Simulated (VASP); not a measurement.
LiBe:

```xyz
4
Lattice="2.2960 0.0000 0.0000 0.0000 3.6128 0.0000 -0.4017 0.0000 5.5135" Properties=species:S:1:pos:R:3 pbc="T T T"
Be    0.3890    2.7096    2.3368
Be    1.5053    0.9032    3.1767
Li    0.2647    2.7096    4.6597
Li    1.6296    0.9032    0.8538
```

The cell comes from a database or a generator and needn't be the stable form of this composition.

* Program: VASP 6.6.1
* Task: single point
* Functional: PBE
* Potentials or basis: VASP PAW PBE potentials, release 64 (Be, Li_sv)
* Cutoff: 520 eV
* k mesh: 11 × 7 × 5
* Occupations: fermi-dirac, width 0.05 eV
* Spin: no spin polarisation

On this cell: largest force 0.026 eV/Å; band gap on the k mesh none (metal or under the smearing width).

The same run follows on a disturbed copy (atoms moved at random, drawn with an rms of 0.05 Å):

```
Be Li
1.0
     2.29599    0.00000    0.00000
     0.00000    3.61277    0.00000
    -0.40174    0.00000    5.51353
Be Li
2 2
Direct
  0.26897 0.75788 0.42427
  0.76814 0.23607 0.56593
  0.27784 0.76881 0.84683
  0.73920 0.25881 0.16109
```

Q: What changes?

A: The energy (extrapolated to zero smearing) moves by +10.1 meV/atom; largest force 0.611 eV/Å; band gap on the k mesh none (metal or under the smearing width).

Forces on the atoms (eV/Å):
```
Be  -0.128 -0.312 -0.079
Be   0.108  0.500  0.333
Li  -0.022 -0.228 -0.050
Li   0.042  0.039 -0.204
```
